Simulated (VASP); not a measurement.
Output of a VASP run:

File OSZICAR:
```
...
  10 F= -.27873131E+03 E0= -.27870174E+03  d E =-.376956E-02
       N       E                     dE             d eps       ncg     rms          rms(c)
DAV:   1    -0.278733095435E+03   -0.17901E-02   -0.60024E-01   328   0.144E+00    0.191E-01
RMM:   2    -0.278734771739E+03   -0.16763E-02   -0.20794E-02   328   0.259E-01    0.878E-02
RMM:   3    -0.278735117657E+03   -0.34592E-03   -0.36194E-03   353   0.102E-01    0.491E-02
RMM:   4    -0.278735151005E+03   -0.33348E-04   -0.50904E-04   338   0.394E-02    0.128E-02
RMM:   5    -0.278735159189E+03   -0.81846E-05   -0.89204E-05   280   0.160E-02
  11 F= -.27873516E+03 E0= -.27870488E+03  d E =-.762169E-02
       N       E                     dE             d eps       ncg     rms          rms(c)
DAV:   1    -0.278735199711E+03   -0.48706E-04   -0.18470E-02   368   0.253E-01    0.344E-02
RMM:   2    -0.278735255503E+03   -0.55792E-04   -0.68333E-04   328   0.469E-02    0.163E-02
RMM:   3    -0.278735266575E+03   -0.11073E-04   -0.11775E-04   297   0.185E-02    0.913E-03
RMM:   4    -0.278735267850E+03   -0.12746E-05   -0.17075E-05   205   0.726E-03
  12 F= -.27873527E+03 E0= -.27870484E+03  d E =-.773035E-02
       N       E                     dE             d eps       ncg     rms          rms(c)
DAV:   1    -0.278737702719E+03   -0.24361E-02   -0.13773E-01   332   0.689E-01    0.101E-01
RMM:   2    -0.278738206146E+03   -0.50343E-03   -0.59727E-03   328   0.139E-01    0.426E-02
RMM:   3    -0.278738299479E+03   -0.93332E-04   -0.94685E-04   343   0.539E-02    0.236E-02
RMM:   4    -0.278738310737E+03   -0.11259E-04   -0.14449E-04   320   0.206E-02    0.782E-03
RMM:   5    -0.278738313176E+03   -0.24387E-05   -0.23473E-05   221   0.862E-03
  13 F= -.27873831E+03 E0= -.27870807E+03  d E =-.304533E-02
       N       E                     dE             d eps       ncg     rms          rms(c)
DAV:   1    -0.278739140001E+03   -0.82926E-03   -0.12929E-01   336   0.668E-01    0.984E-02
RMM:   2    -0.278739617388E+03   -0.47739E-03   -0.56676E-03   328   0.135E-01    0.414E-02
RMM:   3    -0.278739705660E+03   -0.88272E-04   -0.89978E-04   343   0.526E-02    0.229E-02
RMM:   4    -0.278739716449E+03   -0.10789E-04   -0.13879E-04   319   0.202E-02    0.767E-03
RMM:   5    -0.278739718789E+03   -0.23397E-05   -0.22628E-05   220   0.845E-03
  14 F= -.27873972E+03 E0= -.27870963E+03  d E =-.445094E-02
       N       E                     dE             d eps       ncg     rms          rms(c)
DAV:   1    -0.278739766197E+03   -0.49748E-04   -0.24580E-02   360   0.291E-01    0.430E-02
RMM:   2    -0.278739858667E+03   -0.92470E-04   -0.10922E-03   328   0.594E-02    0.182E-02
RMM:   3    -0.278739875862E+03   -0.17195E-04   -0.17384E-04   317   0.231E-02    0.102E-02
RMM:   4    -0.278739877994E+03   -0.21318E-05   -0.25982E-05   218   0.887E-03
  15 F= -.27873988E+03 E0= -.27870985E+03  d E =-.461014E-02
       N       E                     dE             d eps       ncg     rms          rms(c)
DAV:   1    -0.278740754044E+03   -0.87818E-03   -0.58204E-02   336   0.457E-01    0.736E-02
RMM:   2    -0.278741010839E+03   -0.25679E-03   -0.30470E-03   328   0.991E-02    0.280E-02
RMM:   3    -0.278741058852E+03   -0.48014E-04   -0.47068E-04   340   0.389E-02    0.154E-02
RMM:   4    -0.278741064205E+03   -0.53526E-05   -0.70232E-05   269   0.148E-02
  16 F= -.27874106E+03 E0= -.27871078E+03  d E =-.118621E-02
```

OUTCAR:
```
------------------------ aborting loop because EDIFF is reached ----------------------------------------
  FORCE on cell =-STRESS in cart. coord.  units (eV):
  Direction    XX          YY          ZZ          XY          YZ          ZX
  --------------------------------------------------------------------------------------
  Total       30.3145680     28.8650485     28.6969555     -6.7916057    -10.6790692      6.5325303
  in kB       31.3801640     29.8796920     29.7056903     -7.0303394    -11.0544522      6.7621571
  external PRESSURE =      30.3218488 kB  Pullay stress =       0.0000000 kB
  volume of cell :     1547.77
      direct lattice vectors                 reciprocal lattice vectors
    11.567395522  0.000000000  0.000000000     0.086449884  0.000000000  0.000000000
     0.000000000 11.567395522  0.000000000     0.000000000  0.086449884  0.000000000
     0.000000000  0.000000000 11.567395522     0.000000000  0.000000000  0.086449884
 POSITION                                       TOTAL-FORCE (eV/Angst)
 -----------------------------------------------------------------------------------
      5.77571     11.56061     11.56679        -0.002890     -0.009090     -0.004508
      7.25075      1.44025      1.43833         0.018707     -0.014921     -0.005456
      8.69221      2.88640     11.53796         0.004762      0.001033     -0.003283
     10.12010      4.32448      1.45883         0.003092      0.004813     -0.010612
      8.65429      0.00066      2.87497         0.006065     -0.009026      0.000390
     10.11555      1.40860      4.36103         0.000955     -0.009254      0.003783
     11.54819      0.00386     11.55794        -0.002173     -0.005346      0.000237
      1.44958      1.42810      1.45901        -0.006221      0.002798      0.003108
      2.86372      2.88797      0.00444         0.000141     -0.002679      0.000336
      4.32865      4.31362      1.48804        -0.000504     -0.000045     -0.007133
      5.76406      5.77268      0.02142        -0.002567     -0.002560     -0.007724
      7.24244      7.21914      1.45228        -0.010010     -0.001973      0.006465
      8.65694      8.68456     11.55103        -0.000498     -0.000739      0.006382
     10.12258     10.10643      1.45763         0.001367     -0.000126      0.004411
      2.85915     11.53224      2.87266        -0.001372      0.001526     -0.007571
      4.38415      1.33881      4.30608        -0.002921      0.008949     -0.005018
      5.76490      2.87986      2.88897         0.004039      0.000348     -0.006832
      7.21192      4.32241      4.35071         0.003253      0.005491     -0.005972
      8.64883      5.78603      2.88949        -0.000075      0.000405     -0.005268
     10.12245      7.21774      4.34844        -0.000035      0.005361     -0.004617
      5.77457     11.52087      5.80076        -0.004991     -0.006739      0.000148
      7.22059      1.44279      7.22841        -0.001059     -0.002959      0.008522
      8.64730      2.89315      5.77852        -0.001612      0.002107      0.003579
     10.11395      4.30979      7.26667         0.003287     -0.001991      0.008613
      8.65658      0.02297      8.64873         0.008710     -0.005946      0.004621
     10.14860      1.43142     10.10219         0.002541      0.003385      0.006226
     11.53982      5.79404     11.56668        -0.001667      0.004835     -0.005924
      1.45656      7.24695      1.42240        -0.009509      0.010441     -0.003238
      2.87320      8.71541     11.52652         0.000023      0.000634     -0.004454
      4.35174     10.09165      1.45356        -0.002407     -0.001252     -0.013172
     11.52517      2.87150      2.88760        -0.007419      0.002843     -0.001554
      1.39368      4.37866      4.29944         0.003793     -0.004703     -0.006651
      2.85877      5.81227      2.86421         0.000111      0.006980     -0.014390
      4.33037      7.19009      4.36021        -0.005305      0.003612     -0.002220
      5.76606      8.65219      2.89769        -0.007046      0.008595      0.003845
      7.24928     10.09687      4.34274         0.011120     -0.004200      0.003732
      0.02062      0.04368      5.79778        -0.001828     -0.003348      0.006748
      1.58418      1.56444      7.10594        -0.004181      0.002873      0.005848
      3.21490      3.21672      5.46023        -0.007811     -0.012621      0.005761
      4.38417      4.37003      7.33816        -0.002164      0.001120     -0.007816
      5.76172      5.78193      5.79102         0.011941      0.004375     -0.005224
      7.25202      7.22971      7.22771         0.014385      0.016164      0.017846
      8.69094      8.70286      5.78404         0.008863      0.000965     -0.000971
     10.14763     10.13759      7.23963         0.003195     -0.007334      0.000508
      2.84827      0.04861      8.62557        -0.002972     -0.003291     -0.002277
      4.32676      1.40200     10.14830        -0.002990     -0.007425      0.002057
      5.77560      2.87079      8.71866        -0.005048      0.005486      0.005710
      7.24940      4.32802     10.14514         0.006594      0.002381      0.003037
      8.65284      5.79620      8.67263         0.007350     -0.008015      0.005818
     10.12484      7.21496     10.12959        -0.000189     -0.006393      0.003131
     11.54341      8.67212      2.87517        -0.005133      0.003940     -0.004122
      1.42622     10.10003      4.35347        -0.003775     -0.003212     -0.001961
     11.52078      5.78518      5.80353         0.000543      0.000549     -0.002707
      1.45229      7.21011      7.24360        -0.007689      0.007935     -0.000850
      2.86318      8.67031      5.78537         0.000953     -0.004494      0.001240
      4.32629     10.09319      7.27200        -0.000654     -0.004420      0.008264
...
```
(Selected blocks of OUTCAR.)

POSCAR:
```
Ge64H
1
   11.5673955220     0.0000000000     0.0000000000
    0.0000000000    11.5673955220    -0.0000000000
   -0.0000000000    -0.0000000000    11.5673955220
Ge H
64 1
Direct
  0.5002779737   0.0002062579   0.0003878315
  0.6247400538   0.1270494567   0.1267701176
  0.7512287298   0.2500219984   0.9994481074
  0.8766244619   0.3746543795   0.1246081017
  0.7470846978   0.0016724787   0.2499037847
  0.8755316936   0.1217904226   0.3767519714
  0.9990706438   0.0007142430   0.9990810529
  0.1264131785   0.1228324477   0.1265514757
  0.2479703579   0.2489014294   0.0006542010
  0.3732546014   0.3752676345   0.1267584631
  0.4999137743   0.5003030753   0.0013190644
  0.6272898617   0.6241259232   0.1262090103
  0.7482234768   0.7507287945   0.9991715995
  0.8740101643   0.8755585943   0.1264365347
  0.2474217966   0.9950375171   0.2476757570
  0.3784570764   0.1148249006   0.3714215934
  0.4960325945   0.2525310623   0.2510957371
  0.6260051408   0.3738126790   0.3756717692
  0.7503610644   0.5006713516   0.2493352474
  0.8764621790   0.6251231977   0.3764005186
  0.5006010215   0.9970678004   0.5012270421
  0.6253225423   0.1253847093   0.6247511946
  0.7498163493   0.2498796211   0.5007700632
  0.8764136802   0.3732749814   0.6279514637
  0.7484032338   0.0018517809   0.7482341497
  0.8763496491   0.1240555202   0.8751457484
  0.9964793805   0.5017727434   0.9969273994
  0.1218119316   0.6296814771   0.1206724200
  0.2485902184   0.7539027097   0.9954432102
  0.3769713455   0.8720758799   0.1240541691
  0.9971495690   0.2485345044   0.2488577552
  0.1219027472   0.3787941332   0.3696385467
  0.2442370946   0.5039783975   0.2437872885
  0.3722649702   0.6209234609   0.3731694838
  0.4989529616   0.7483000530   0.2497663005
  0.6275184444   0.8724346162   0.3757983406
  0.0010562986   0.0016534543   0.5011504946
  0.1351212433   0.1336661673   0.6163257502
  0.2739607087   0.2732579945   0.4757983002
  0.3778275207   0.3771043816   0.6343638383
  0.4947519666   0.4964257322   0.4972343379
  0.6232239859   0.6231959186   0.6230400344
  0.7503424672   0.7506706547   0.5010843049
  0.8761759500   0.8755399692   0.6254858361
  0.2474086937   0.0032009002   0.7459344651
  0.3751840617   0.1212270946   0.8768838343
  0.5007628428   0.2483635300   0.7539343196
  0.6283578044   0.3745154464   0.8766726396
  0.7478179159   0.5007553085   0.7474239100
  0.8735115720   0.6248174504   0.8734429557
  0.9963668305   0.7523711781   0.2491725133
  0.1237188134   0.8723711397   0.3768098382
  0.9987658652   0.5005169898   0.5012855270
  0.1267052344   0.6239153497   0.6273143474
  0.2485184803   0.7488316870   0.5000656146
  0.3753076448   0.8726750724   0.6276516019
  0.0011246656   0.2484527075   0.7483364064
  0.1236253290   0.3730451595   0.8775214368
  0.2478129343   0.5009129672   0.7541364273
  0.3769532406   0.6250743896   0.8768806778
  0.4993388935   0.7497393500   0.7495883348
  0.6256673168   0.8745491154   0.8748532301
  0.9988048187   0.7513786913   0.7494185484
  0.1259979762   0.8767059772   0.8733128203
  0.3658542654   0.3536659907   0.3991261405
```

Q: Write an INCAR and KPOINTS that could have produced this output.

A: One answer among several that fit: the input of the run itself, PBE GGA, plane waves, VASP's PBE PAW potentials (set 64).

### KPOINTS
```
Automatic mesh
0
Gamma
1 1 1
0 0 0
```

**INCAR**
```
SYSTEM = Ge64H
PREC = Normal
ENCUT = 400
EDIFF = 1E-5
NELM = 100
ALGO = Fast
LREAL = Auto
LASPH = .TRUE.
ISMEAR = 0
SIGMA = 0.05
GGA = PE
LMAXMIX = 4
LWAVE = .TRUE.
LCHARG = .FALSE.
NELMIN = 4
ISYM = 0
NELECT = 258.0
IBRION = 2
ISIF = 2
NSW = 120
EDIFFG = -0.03
```

POTCAR, in this order: Ge H (PBE.64 set). Program: vasp_gam.

The cell is charged, with a uniform compensating background. The supercell is sampled at Γ alone, which is coarse: total energies, pressure and levels can be off, energies of defects by several tenths of an eV.

The cell is a supercell with a defect, built from Ge (diamond): H_i, charge -1. The run is not spin-polarised, so no state with unpaired spins was tried.
